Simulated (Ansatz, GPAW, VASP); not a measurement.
**Ga2Cu (P4/mmm, 3 atoms in the cell) computed with different codes at matched settings**

Self-consistent single point.

```yaml
crystal:
  lattice:
    - [2.79944, 0.00000, 0.00000]
    - [0.00000, 2.79944, 0.00000]
    - [0.00000, 0.00000, 5.80334]
  atoms:
    - { symbol: Ga, position: [0.50000, 0.50000, 0.28432] }
    - { symbol: Ga, position: [0.50000, 0.50000, 0.71568] }
    - { symbol: Cu, position: [0.00000, 0.00000, 0.00000] }
```

All programs got the same cell, k-point mesh and kind of occupations (in Ansatz's words: kpoints.mp_grid.grid = 8 8 4; scf.occupations.method = gaussian; scf.occupations.width = 0.136 eV); potentials, basis and cutoffs are each program's usual ones.

```
code                                                            model  pressure (GPa)  largest force (eV/Å)   cutoff
------  -------------------------------------------------------------  --------------  --------------------  -------
GPAW    LDA (Perdew-Wang 92), GPAW PAW datasets LDA (gpaw-data 1.0.1)           -3.98                 0.148   850 eV
Ansatz                            LDA (PW92), PAW files made with PBE           -4.98                 0.162  default
VASP                     LDA (PZ), VASP's LDA PAW potentials (set 64)           -5.48                 0.145   300 eV
```

The spread over the programs that give each value: pressure within 1.50 GPa; largest force within 0.017 eV/Å.

The starting cell comes from a database of computed structures (which also holds hypothetical and non-ambient phases and stackings), without a prior relaxation at this level. On Ansatz's run: Spin polarisation is off. In the base run, with a pressure of about -5 GPa the cell is away from its equilibrium volume at this level.

Question: Why do the programs differ, and what cannot be compared?

Answer: Differences of this kind can come from the potentials, where these differ, and from what each basis and cutoff leave unconverged. The valence holds different numbers of electrons (GPAW 17, Ansatz (a quantum-chemistry and plane-wave program) 45, VASP 37). The zero of total energies and Fermi levels follows the potentials and each program's conventions, so they are not compared here. Ansatz's pressure is given at a fixed set of plane waves, as the other plane-wave codes print theirs; with its correction for the finite basis it is -4.94 GPa. The same LDA comes in different parametrisations, which differ slightly. In the pressure, GPAW (by 1.01) lies more than 1 GPa from the median of the plane-wave programs.

VASP's run is marked for a possible Pulay error in its stress at this cutoff; no cutoff test was made.

Left out of this page: Quantum ESPRESSO, CP2K, Elk, FLEUR and SIESTA (not drawn, or without a comparable value); ABINIT (with a known weakness of the program).

Keys are those of Ansatz 0.2.
